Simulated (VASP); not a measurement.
VASP input:

File KPOINTS:
```
Automatic mesh
0
Gamma
8 8 8
0 0 0
```

### POSCAR
```
CrGe2
1
    0.0000000000     2.9929368970     2.9929368970
    2.9929368970    -0.0000000000     2.9929368970
    2.9929368970     2.9929368970    -0.0000000000
Cr Ge
1 2
Direct
  0.0000000000   0.0000000000   0.0000000000
  0.2500000000   0.2500000000   0.2500000000
  0.7500000000   0.7500000000   0.7500000000
```

**INCAR**
```
IBRION=2   ! conjugate gradients
NELM=100   ! most electronic steps
PREC=Accurate
ALGO=Normal
LMIXTAU=T
ISMEAR=1
LREAL=F
ENCUT=400   ! plane-wave cut-off (eV)
EDIFF=1E-6
METAGGA=R2SCAN
SIGMA=0.1   ! width (eV)
LASPH=T
LCHARG=F
ISIF=3   ! ions, shape and volume
LWAVE=F
ISPIN=2   ! spin-polarised
NSW=60
EDIFFG=-0.02
MAGMOM=3.4 -0.0 -0.0
SYSTEM=CrGe2
LMAXMIX=4   ! l cut-off of mixed one-centre charges
LORBIT=10
```

POTCAR, in this order: Cr_pv Ge_d (PBE.64 set). Program: vasp_std.

Question: Write an equivalent input for Ansatz.

Answer: One equivalent input (not run):
Ansatz 0.2 input:
```yaml
crystal:
  lattice:
    - [0.0000000, 2.9929369, 2.9929369]
    - [2.9929369, 0.0000000, 2.9929369]
    - [2.9929369, 2.9929369, 0.0000000]
  atoms:
    - { symbol: Cr, position: [0.0000000, 0.0000000, 0.0000000], spin: 3.4 }
    - { symbol: Ge, position: [0.2500000, 0.2500000, 0.2500000] }
    - { symbol: Ge, position: [0.7500000, 0.7500000, 0.7500000] }
kpoints:
  mp_grid: { grid: [8, 8, 8] }
hamiltonian:
  xc: r2scan
  pseudopotentials: { kind: paw }
magnetization: { spin_polarized: true }
scf:
  occupations: { method: methfessel_paxton, width: 0.1 }
  max_iter: 100
relax:
  max_steps: 60
  f_tol: 0.02
  cell: {}
output: { forces: true, stress: true, eigenvalues: true }
```
Limits of the translation: each code has its own PAW files, so the cut-off isn't converted (ENCUT is set for VASP's; basis.ecutwfc is left out, and Ansatz then takes the one that its files recommend); Ansatz stops its SCF on the density residual and VASP on the energy change (EDIFF).

The structure was generated: CrGe2 was put into the fluorite type (Fm-3m), which need not be its known phase. It was relaxed first. The start is the result of an earlier pass.
